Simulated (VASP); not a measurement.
Crystal: HfTeSe5.

```
CELL_PARAMETERS angstrom
3.45015 1.99195 5.59448
-3.45015 1.99195 5.59448
0.00000 -3.98389 5.59448
ATOMIC_POSITIONS crystal
Hf 0.00000 0.00000 0.00000
Te 0.50000 0.50000 0.50000
Se 0.50000 0.50000 0.00000
Se 0.00000 0.50000 0.50000
Se 0.50000 0.00000 0.50000
Se 0.83546 0.83546 0.83546
Se 0.16454 0.16454 0.16454
```

The cell was built by a generator and needn't be a form met in nature.

* Program: VASP 6.6.1
* Task: relaxation of cell and atoms
* Functional: PBE
* Potentials or basis: VASP PAW PBE potentials, release 64 (Hf_pv, Te, Se)
* Cutoff: 520 eV
* k mesh: 3 × 3 × 3
* Occupations: gaussian, width 0.15 eV
* Spin: no spin polarisation

At the start: pressure -10.6 GPa; volume 32.96 Å³/atom.

Where does the relaxation end?

Over 22 steps the energy falls by 589.8 meV/atom and the volume is 23.57 Å³/atom (-28.5 %); space group R-3m (No. 166, to 0.05 Å).

Step by step:
| step | energy change (eV) | largest force (eV/Å) | pressure (GPa) | volume (Å³) |
| --- | --- | --- | --- | --- |
| 1 | 0.0000 | 1.6412 | -10.61 | 230.69 |
| 2 | -2.6383 | 2.4924 | 2.56 | 165.09 |
| 3 | -2.7563 | 1.4386 | -1.29 | 173.60 |
| 4 | -3.0932 | 0.0835 | -0.50 | 164.24 |
| 5 | -3.1734 | 0.9041 | 0.96 | 157.39 |
| 6 | -3.4249 | 1.2950 | 0.57 | 156.27 |
| 7 | -3.3813 | 1.5411 | 5.55 | 150.57 |
| 8 | -3.5902 | 1.5221 | 1.17 | 154.54 |
| 9 | -3.6342 | 1.6171 | 2.52 | 152.98 |
| 10 | -3.8179 | 1.2923 | 0.97 | 157.90 |
| 11 | -3.8613 | 1.1596 | 0.26 | 160.67 |
| 12 | -3.8943 | 0.9868 | -0.91 | 166.19 |
| 13 | -4.0537 | 0.5108 | 0.09 | 164.15 |
| 14 | -4.1085 | 0.2070 | 1.61 | 161.85 |
| 15 | -4.1111 | 0.0067 | 1.20 | 162.37 |
| 16 | -4.1114 | 0.0557 | 1.26 | 162.25 |
| 17 | -4.1219 | 0.1143 | -0.44 | 166.72 |
| 18 | -4.1276 | 0.0845 | 0.03 | 164.99 |
| 19 | -4.1277 | 0.0921 | 0.00 | 164.92 |
| 20 | -4.1234 | 0.0684 | 0.64 | 163.58 |
| 21 | -4.1276 | 0.0892 | 0.17 | 164.83 |
| 22 | -4.1284 | 0.0229 | 0.11 | 165.00 |

Final structure:
```cif
data_structure
_symmetry_space_group_name_H-M 'P 1'
_symmetry_Int_Tables_number 1
_cell_length_a 6.7793
_cell_length_b 6.7793
_cell_length_c 6.7793
_cell_angle_alpha 49.387
_cell_angle_beta 49.387
_cell_angle_gamma 49.387
_cell_volume 165.00
loop_
_atom_site_label
_atom_site_type_symbol
_atom_site_fract_x
_atom_site_fract_y
_atom_site_fract_z
_atom_site_occupancy
Hf1 Hf 0.00000 0.00000 0.00000 1
Te1 Te 0.50000 0.50000 0.50000 1
Se1 Se 0.50000 0.50000 0.00000 1
Se2 Se 0.00000 0.50000 0.50000 1
Se3 Se 0.50000 0.00000 0.50000 1
Se4 Se 0.85295 0.85295 0.85295 1
Se5 Se 0.14705 0.14705 0.14705 1
```

Caveat: the k mesh is coarse (spacing up to 0.37 Å⁻¹), so the values aren't converged; the volume moved by over 15 % at a fixed basis, so the end points are rough.
